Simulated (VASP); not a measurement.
Here is the system:

```
CELL_PARAMETERS angstrom
      0.00000     2.46583     2.46583
      2.46583     0.00000     2.46583
      2.46583     2.46583     0.00000
ATOMIC_POSITIONS crystal
  Zr 0.00000 0.00000 0.00000
  O  0.25000 0.25000 0.25000
  O  0.75000 0.75000 0.75000
```

All values below come from r2SCAN meta-GGA, VASP's PBE PAW potentials (set 64) (plane waves; VASP). Run with 620 eV cut-off, 8×8×8 Γ-centred mesh, Gaussian smearing of 0.050 eV, potentials Zr_sv O.

Task: What does the run give for the energy per atom (σ→0), pressure, band gap (on the k-mesh) with the smallest direct gap where there is one?

Result: 
The band gap (on the k-mesh) is 4.16 eV and the smallest direct gap (on the k-mesh) comes out as 4.65 eV. The energy per atom (σ→0) comes out as -15.199 eV/atom and the pressure is 29.77 GPa.

The absolute energy has meaning only against runs of the same code, potentials and settings.

The compound is ZrO2 in the fluorite structure, the high-temperature cubic form, which is unstable at 0 K; the monoclinic form is the stable one. It was relaxed first under an external pressure of 30 GPa.
